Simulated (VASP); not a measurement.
Consider the following.

```
CELL_PARAMETERS angstrom
      0.00000     2.04500     2.04500
      2.04500     0.00000     2.04500
      2.04500     2.04500     0.00000
ATOMIC_POSITIONS crystal
  Ag 0.00000 0.00000 0.00000
```

The numbers are results of r2SCAN meta-GGA, VASP's PBE PAW potentials (set 64) (plane waves; VASP), not measurements. Run with 520 eV cut-off, 14×14×14 Γ-centred mesh, first-order Methfessel-Paxton smearing of 0.10 eV, potentials Ag.

Task: The ions, cell shape and volume are relaxed. Predict the relaxed structure.

Result: 
```
CELL_PARAMETERS angstrom
      0.00000     2.05297     2.05297
      2.05297     0.00000     2.05297
      2.05297     2.05297     0.00000
ATOMIC_POSITIONS crystal
  Ag 0.00000 0.00000 0.00000
```
Space group Fm-3m (225), at a tolerance of 0.03 Å.

Task: How do energy and volume change from the first to the last step?

Result: The energy (σ→0) changes by -0.7 meV/atom and the volume by +1.2 %, in 3 ionic steps.

The compound is Ag in the fcc structure. This run relaxes it. Symmetry was kept, so distortions that lower it aren't found.
